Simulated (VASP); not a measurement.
Given:

```
Cs
1.0
   -3.08970     3.08970     3.08970
    3.08970    -3.08970     3.08970
    3.08970     3.08970    -3.08970
Cs
1
Direct
  0.00000   0.00000   0.00000
```

Computed with AM05 GGA, VASP's PBE PAW potentials (set 64) (plane waves; VASP). Run with 520 eV cut-off, Gaussian smearing of 0.050 eV, potentials Cs_sv.

### Question
Give the energies of bands 5 to 7 at the high-symmetry points, in eV from the Fermi level.

### Answer

```json
[
 {"band": "5", "Γ": "-1.67", "H": "0.65", "N": "0.04", "P": "0.97"},
 {"band": "6", "Γ": "2.51", "H": "0.65", "N": "0.81", "P": "0.97"},
 {"band": "7", "Γ": "2.51", "H": "2.94", "N": "1.66", "P": "0.97"}
]
```

It has no gap at this level: it comes out as a metal or semimetal.

The compound is Cs in the bcc structure. It was relaxed first.
